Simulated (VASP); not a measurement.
Input for VASP

### INCAR
```
! general
SYSTEM  = MoS2
PREC    = Accurate
ENCUT   = 300
LREAL   = .False.
LASPH   = .True.

! electronic loop
EDIFF   = 1E-6
NELM    = 100
ALGO    = Normal
LMAXMIX = 4

! smearing
ISMEAR  = 0
SIGMA   = 0.136

! ions
ISIF    = 2

! output
LWAVE   = .False.
LCHARG  = .False.
```

File POSCAR:
```
MoS2
1
    3.1843000000     0.0000000000     0.0000000000
   -1.5921500000     2.7576840000     0.0000000000
    0.0000000000     0.0000000000    27.8940000000
Mo S
3 6
Direct
  0.6554860000   0.3460040000   0.3561130000
  0.3324910000   0.6811380000   0.5873310000
  0.0191330000   0.0037330000   0.8212070000
  0.3180930000   0.6512390000   0.1811720000
 -0.0113170000   0.0174150000   0.3015620000
  0.0142290000   0.0022860000   0.4125020000
  0.6778950000   0.3451050000   0.5304330000
  0.6619430000   0.3141140000   0.6431490000
  0.3320460000   0.6389670000   0.7647130000
```

**KPOINTS**
```
K-points
0
G
2 2 1
0 0 0
```

POTCAR, in this order: Mo_sv S (LDA.64 set). Program: vasp_std.

### Question
Write an equivalent input for Ansatz.

### Answer
One equivalent input (not run):
Ansatz 0.2 input:
```yaml
crystal:
  lattice:
    - [3.1843000, 0.0000000, 0.0000000]
    - [-1.5921500, 2.7576840, 0.0000000]
    - [0.0000000, 0.0000000, 27.8940000]
  atoms:
    - { symbol: Mo, position: [0.6554860, 0.3460040, 0.3561130] }
    - { symbol: Mo, position: [0.3324910, 0.6811380, 0.5873310] }
    - { symbol: Mo, position: [0.0191330, 0.0037330, 0.8212070] }
    - { symbol: S, position: [0.3180930, 0.6512390, 0.1811720] }
    - { symbol: S, position: [-0.0113170, 0.0174150, 0.3015620] }
    - { symbol: S, position: [0.0142290, 0.0022860, 0.4125020] }
    - { symbol: S, position: [0.6778950, 0.3451050, 0.5304330] }
    - { symbol: S, position: [0.6619430, 0.3141140, 0.6431490] }
    - { symbol: S, position: [0.3320460, 0.6389670, 0.7647130] }
kpoints:
  mp_grid: { grid: [2, 2, 1] }
hamiltonian:
  xc: lda
  pseudopotentials: { kind: paw }
scf:
  occupations: { method: gaussian, width: 0.136 }
  max_iter: 100
output: { forces: true, stress: true, eigenvalues: true }
```
Limits of the translation: each code has its own PAW files, so the cut-off isn't converted (ENCUT is set for VASP's; basis.ecutwfc is left out, and Ansatz then takes the one that its files recommend); Ansatz stops its SCF on the density residual and VASP on the energy change (EDIFF); Ansatz's lda is the Perdew-Wang form, while the LDA potentials of VASP carry Perdew-Zunger's.

The cell is a sheet with vacuum, built from a database entry that may be metastable or hypothetical.
